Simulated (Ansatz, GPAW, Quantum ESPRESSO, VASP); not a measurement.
# Cu3Sn (Pmmn, 8 atoms in the cell) computed with different codes at matched settings

Self-consistent single point.

```xyz
8
Lattice="4.3237 0.0000 0.0000 0.0000 5.4325 0.0000 0.0000 0.0000 4.7646" Properties=species:S:1:pos:R:3 pbc="T T T"
Cu     2.1618     0.0000     1.4341
Cu     0.0000     2.7163     3.3304
Cu     0.0000     4.0772     0.7424
Cu     0.0000     1.3553     0.7424
Cu     2.1618     4.0716     4.0222
Cu     2.1618     1.3610     4.0222
Sn     2.1618     2.7163     1.6256
Sn     0.0000     0.0000     3.1390
```

Shared settings, as Ansatz (a quantum-chemistry and plane-wave program) writes them: kpoints.mp_grid.grid = 3 2 2; scf.occupations.method = fermi_dirac; scf.occupations.width = 0.1 eV. Potentials and cutoffs stand in the table.

| code | model | pressure (GPa) | largest force (eV/Å) | cutoff |
|---|---|---|---|---|
| Quantum ESPRESSO | PBEsol, PSlibrary PAW (PBE) pseudopotentials | -2.22 | 0.103 | 55 Ry |
| GPAW | PBEsol, GPAW PAW datasets PBEsol (made by gpaw-setup) | -1.12 | 0.086 | 800 eV |
| VASP | PBEsol, VASP's PBE PAW potentials (set 64) | -2.90 | 0.101 | 300 eV |
| Ansatz | PBEsol, PAW files made with PBE | -1.48 | 0.100 | default |

Size of the force on each atom (eV/Å): Sizes of forces hide their directions.

```json
[
 {"code": "Quantum ESPRESSO", "Cu1": "0.055", "Cu2": "0.055", "Cu3": "0.103", "Cu4": "0.103", "Cu5": "0.103", "Cu6": "0.103", "Sn7": "0.080", "Sn8": "0.080"},
 {"code": "GPAW", "Cu1": "0.008", "Cu2": "0.008", "Cu3": "0.086", "Cu4": "0.086", "Cu5": "0.086", "Cu6": "0.086", "Sn7": "0.082", "Sn8": "0.082"},
 {"code": "VASP", "Cu1": "0.046", "Cu2": "0.046", "Cu3": "0.101", "Cu4": "0.101", "Cu5": "0.101", "Cu6": "0.101", "Sn7": "0.080", "Sn8": "0.080"},
 {"code": "Ansatz", "Cu1": "0.050", "Cu2": "0.050", "Cu3": "0.100", "Cu4": "0.100", "Cu5": "0.100", "Cu6": "0.100", "Sn7": "0.080", "Sn8": "0.080"}
]
```

On Ansatz's run: spin polarisation is off.

The spread over the programs that give each value: pressure within 1.78 GPa; largest force within 0.017 eV/Å.

Ansatz's pressure is given at a fixed set of plane waves, as the other plane-wave codes print theirs; with its correction for the finite basis it is -1.40 GPa. In the pressure, VASP (by 1.06) lies more than 1 GPa from the median of the plane-wave programs.

On the base mesh (4 3 4) the same programs gave: Quantum ESPRESSO pressure -2.60 GPa; Ansatz pressure -1.86 GPa; GPAW pressure -1.49 GPa; VASP pressure -3.32 GPa.

The values differ from the base mesh's, so the mesh still matters here: the table compares the programs at equal settings.

VASP's run is marked for a possible Pulay error in its stress at this cutoff; no cutoff test was made.

The starting cell comes from a database of computed structures (which also holds hypothetical and non-ambient phases and stackings), without a prior relaxation at this level.

Keys are those of Ansatz 0.2.
